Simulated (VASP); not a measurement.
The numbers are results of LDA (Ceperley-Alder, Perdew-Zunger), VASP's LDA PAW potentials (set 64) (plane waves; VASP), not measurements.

VASP ran on this input.

KPOINTS:
```
Automatic mesh
0
Gamma
6 6 6
0 0 0
```

### POSCAR
```
BaZrO3
4.190
  1.0000000000   0.0000000000   0.0000000000
  0.0000000000   1.0000000000   0.0000000000
  0.0000000000   0.0000000000   1.0000000000
Ba Zr O
1 1 3
Cartesian
  0.0007740000  -0.0116150000  -0.0076920000
  0.4936270000   0.5201750000   0.5027840000
  0.4923020000  -0.0090130000   0.5033540000
  0.0128970000   0.5043170000   0.4998740000
  0.5004000000   0.4961370000   0.0016800000
```

**INCAR**
```
LREAL=F
EDIFF=1E-6   ! SCF stop (eV)
LWAVE=F
ALGO=Normal   ! blocked Davidson
LASPH=T
ISIF=2   ! forces and stress, cell fixed
SIGMA=0.05   ! width (eV)
NELM=100
LCHARG=F
SYSTEM=BaZrO3
ENCUT=400
LMAXMIX=4   ! l cut-off of mixed one-centre charges
PREC=Accurate
ISMEAR=-1
```

POTCAR, in this order: Ba_sv Zr_sv O (LDA.64 set). Program: vasp_std.

The resulting files:

File OSZICAR:
```
       N       E                     dE             d eps       ncg     rms          rms(c)
DAV:   1     0.271054702947E+03    0.27105E+03   -0.19512E+04  5376   0.134E+03
DAV:   2    -0.358380205132E+02   -0.30689E+03   -0.30126E+03  6840   0.352E+02
DAV:   3    -0.525319720027E+02   -0.16694E+02   -0.16679E+02  8984   0.813E+01
DAV:   4    -0.528762820803E+02   -0.34431E+00   -0.34425E+00  7488   0.964E+00
DAV:   5    -0.528823792127E+02   -0.60971E-02   -0.60969E-02  8008   0.106E+00    0.320E+01
DAV:   6    -0.458741220313E+02    0.70083E+01   -0.45155E+01  6936   0.429E+01    0.146E+01
DAV:   7    -0.457320089754E+02    0.14211E+00   -0.33911E+00  7760   0.106E+01    0.842E+00
DAV:   8    -0.456671169549E+02    0.64892E-01   -0.29007E-01  7600   0.422E+00    0.624E-01
DAV:   9    -0.456647327844E+02    0.23842E-02   -0.41459E-02  7880   0.119E+00    0.434E-01
DAV:  10    -0.456645845211E+02    0.14826E-03   -0.90247E-03  7616   0.847E-01    0.176E-01
DAV:  11    -0.456644551840E+02    0.12934E-03   -0.91243E-04  7096   0.264E-01    0.245E-02
DAV:  12    -0.456644517359E+02    0.34481E-05   -0.60785E-05  7592   0.617E-02    0.158E-02
DAV:  13    -0.456644513465E+02    0.38946E-06   -0.12816E-05  6872   0.288E-02    0.218E-03
DAV:  14    -0.456644513922E+02   -0.45745E-07   -0.74958E-07  4600   0.686E-03
   1 F= -.45664451E+02 E0= -.45664451E+02  d E =-.272937E-11
```

**OUTCAR**
```
------------------------ aborting loop because EDIFF is reached ----------------------------------------
  FORCE on cell =-STRESS in cart. coord.  units (eV):
  Direction    XX          YY          ZZ          XY          YZ          ZX
  --------------------------------------------------------------------------------------
  Total       -2.8143787     -2.1940579     -3.3876246      0.0538801      0.0671989     -0.0147121
  in kB      -61.2986702    -47.7877517    -73.7842716      1.1735378      1.4636286     -0.3204372
  external PRESSURE =     -60.9568979 kB  Pullay stress =       0.0000000 kB
  volume of cell :       73.56
      direct lattice vectors                 reciprocal lattice vectors
     4.190000000  0.000000000  0.000000000     0.238663484  0.000000000  0.000000000
     0.000000000  4.190000000  0.000000000     0.000000000  0.238663484  0.000000000
     0.000000000  0.000000000  4.190000000     0.000000000  0.000000000  0.238663484
 POSITION                                       TOTAL-FORCE (eV/Angst)
 -----------------------------------------------------------------------------------
      0.00324      4.14133      4.15777        -0.024030      0.411407      0.154287
      2.06830      2.17953      2.10666         0.530167     -1.266304     -0.178307
      2.06275      4.15224      2.10905         0.239328      0.962503      0.012614
      0.05404      2.11309      2.09447        -0.919575     -0.095758      0.038447
      2.09668      2.07881      0.00704         0.174110     -0.011848     -0.027041
 -----------------------------------------------------------------------------------
    total drift:                               -0.000559     -0.000432      0.000417
  FREE ENERGIE OF THE ION-ELECTRON SYSTEM (eV)
  ---------------------------------------------------
  free  energy   TOTEN  =       -45.6644513922 eV

  energy  without entropy=      -45.6644513922  energy(sigma->0) =      -45.66445139
```
(Selected blocks of OUTCAR.)

File OUTCAR:
```
 val. band max:        3.4683982172   @ k =   0.5000   0.5000   0.5000

 cond. band min:       6.6153052385   @ k =   0.0000   0.0000   0.0000


 Fermi energy:         4.6690833663

 k-point     1 :       0.0000    0.0000    0.0000
  band No.  band energies     occupation
      1     -43.0876      2.00000
      2     -21.6963      2.00000
      3     -21.5053      2.00000
      4     -21.4645      2.00000
      5     -21.4265      2.00000
      6     -12.5759      2.00000
      7     -12.2874      2.00000
      8     -12.2603      2.00000
      9      -6.8556      2.00000
     10      -6.8528      2.00000
     11      -6.8393      2.00000
     12       2.0044      2.00000
     13       2.0209      2.00000
     14       2.0343      2.00000
     15       2.3492      2.00000
     16       2.3621      2.00000
     17       2.4540      2.00000
     18       3.1266      2.00000
     19       3.1631      2.00000
     20       3.1736      2.00000
     21       6.6153      0.00000
     22       6.7420      0.00000
     23       6.7693      0.00000
     24       7.9770      0.00000

 k-point     2 :       0.1667    0.0000    0.0000
  band No.  band energies     occupation
      1     -43.0867      2.00000
      2     -21.7476      2.00000
      3     -21.5200      2.00000
      4     -21.4456      2.00000
      5     -21.4234      2.00000
      6     -12.5878      2.00000
      7     -12.2622      2.00000
      8     -12.0858      2.00000
      9      -6.8388      2.00000
     10      -6.8223      2.00000
     11      -6.7935      2.00000
     12       1.5721      2.00000
     13       1.8826      2.00000
     14       1.9136      2.00000
     15       2.0590      2.00000
     16       2.1264      2.00000
     17       2.3307      2.00000
     18       2.5595      2.00000
     19       3.0379      2.00000
     20       3.1189      2.00000
     21       6.8613      0.00000
     22       7.2355      0.00000
     23       7.2983      0.00000
     24       8.4306      0.00000
...
```

At this cut-off the stress carries a Pulay error, which pulls relaxed volumes low. Unless said otherwise, spin-orbit coupling is left out, though it shifts the bands of the heavy elements here.

The structure is a typed BaZrO3 crystal (Pm-3m). The cell was not relaxed at this level, atoms are displaced from their ideal sites.
